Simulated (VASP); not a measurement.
Output of a VASP run:

OSZICAR:
```
       N       E                     dE             d eps       ncg     rms          rms(c)
DAV:   1     0.250266637381E+03    0.25027E+03   -0.13694E+04  3848   0.184E+03
DAV:   2     0.112740576441E+02   -0.23899E+03   -0.23780E+03  4008   0.494E+02
DAV:   3    -0.159334884265E+02   -0.27208E+02   -0.27007E+02  7512   0.135E+02
DAV:   4    -0.171803185266E+02   -0.12468E+01   -0.12463E+01  4072   0.301E+01
DAV:   5    -0.172528085940E+02   -0.72490E-01   -0.72489E-01  6392   0.498E+00    0.110E+01
DAV:   6    -0.149914206994E+02    0.22614E+01   -0.91042E+00  4528   0.341E+01    0.264E+00
DAV:   7    -0.149861724943E+02    0.52482E-02   -0.76551E-01  5752   0.730E+00    0.198E+00
DAV:   8    -0.150101587053E+02   -0.23986E-01   -0.20917E-01  4576   0.597E+00    0.644E-01
DAV:   9    -0.150009234294E+02    0.92353E-02   -0.57018E-02  4672   0.258E+00    0.584E-02
DAV:  10    -0.150010738591E+02   -0.15043E-03   -0.19541E-03  5952   0.364E-01    0.720E-02
DAV:  11    -0.150011476548E+02   -0.73796E-04   -0.16395E-04  4536   0.113E-01    0.214E-02
DAV:  12    -0.150011392906E+02    0.83642E-05   -0.39577E-05  5760   0.446E-02    0.725E-03
DAV:  13    -0.150011404453E+02   -0.11547E-05   -0.94009E-07  4640   0.113E-02    0.224E-03
DAV:  14    -0.150011413848E+02   -0.93949E-06   -0.22512E-07  3416   0.482E-03    0.265E-04
DAV:  15    -0.150011415300E+02   -0.14519E-06   -0.50228E-08  2712   0.239E-03    0.123E-04
DAV:  16    -0.150011415362E+02   -0.62610E-08   -0.14409E-08  2408   0.124E-03
   1 F= -.15001142E+02 E0= -.15001678E+02  d E =-.150011E+02
       N       E                     dE             d eps       ncg     rms          rms(c)
DAV:   1    -0.150013013470E+02   -0.15982E-03   -0.89800E-03  4048   0.137E+00    0.897E-02
DAV:   2    -0.150012092203E+02    0.92127E-04   -0.54393E-04  3904   0.291E-01    0.463E-02
DAV:   3    -0.150011690486E+02    0.40172E-04   -0.15091E-04  5592   0.129E-01    0.532E-03
DAV:   4    -0.150011690272E+02    0.21367E-07   -0.12904E-05  4512   0.525E-02    0.260E-03
DAV:   5    -0.150011693693E+02   -0.34209E-06   -0.59715E-07  4904   0.873E-03    0.382E-04
DAV:   6    -0.150011693868E+02   -0.17495E-07   -0.28819E-08  2336   0.233E-03
   2 F= -.15001169E+02 E0= -.15001713E+02  d E =-.278505E-04
```

**OUTCAR**
```
------------------------ aborting loop because EDIFF is reached ----------------------------------------
  FORCE on cell =-STRESS in cart. coord.  units (eV):
  Direction    XX          YY          ZZ          XY          YZ          ZX
  --------------------------------------------------------------------------------------
  Total       -1.3211642     -1.3211642     -1.3397483      0.0000000      0.0000000      0.0000000
  in kB      -56.3499783    -56.3499808    -57.1426227      0.0000000      0.0000000      0.0000000
  external PRESSURE =     -56.6141939 kB  Pullay stress =       0.0000000 kB
  volume of cell :       37.56
      direct lattice vectors                 reciprocal lattice vectors
     1.507799799 -2.611585917 -0.000000000     0.331609011 -0.191454548  0.000000000
     1.507799799  2.611585917 -0.000000000     0.331609011  0.191454548  0.000000000
     0.000000000  0.000000000  4.769750030     0.000000000  0.000000000  0.209654593
 POSITION                                       TOTAL-FORCE (eV/Angst)
 -----------------------------------------------------------------------------------
      1.50780      0.87053      1.19244         0.000000      0.000000      0.000000
      1.50780     -0.87053      3.57731        -0.000000      0.000000      0.000000
 -----------------------------------------------------------------------------------
    total drift:                               -0.000200      0.001078     -0.000018
  FREE ENERGIE OF THE ION-ELECTRON SYSTEM (eV)
  ---------------------------------------------------
  free  energy   TOTEN  =       -15.0011693868 eV

  energy  without entropy=      -15.0027999723  energy(sigma->0) =      -15.00171292

 reached required accuracy - stopping structural energy minimisation
```
(Selected blocks of OUTCAR.)

POSCAR:
```
Ti
1
    1.5071965003    -2.6105409759     0.0000000000
    1.5071965003     2.6105409759     0.0000000000
    0.0000000000     0.0000000000     4.7735692491
Ti
2
Direct
  0.3333330000   0.6666670000   0.2500000000
  0.6666670000   0.3333330000   0.7500000000
```

**Question.** Reconstruct the remaining input files.

**Answer.** Several could match; the one computed here: the input of the run itself, revPBE GGA, plane waves, VASP's PBE PAW potentials (set 64).

File KPOINTS:
```
Automatic mesh
0
Gamma
14 14 8
0 0 0
```

**INCAR**
```
ALGO = Normal
EDIFF = 1E-7
EDIFFG = -0.01
ENCUT = 520
GGA = RE
IBRION = 2
ISIF = 4
ISMEAR = 1
LASPH = .True.
LCHARG = .False.
LMAXMIX = 4
LREAL = .False.
LWAVE = .False.
NELM = 100
NSW = 30
PREC = Accurate
SIGMA = 0.1
SYSTEM = Ti
```

POTCAR, in this order: Ti_sv (PBE.64 set). Program: vasp_std.

The compound is Ti in the hcp structure. This cell is one point of a volume scan, at 1.06 of the reference volume. Symmetry was kept, so distortions that lower it aren't found.
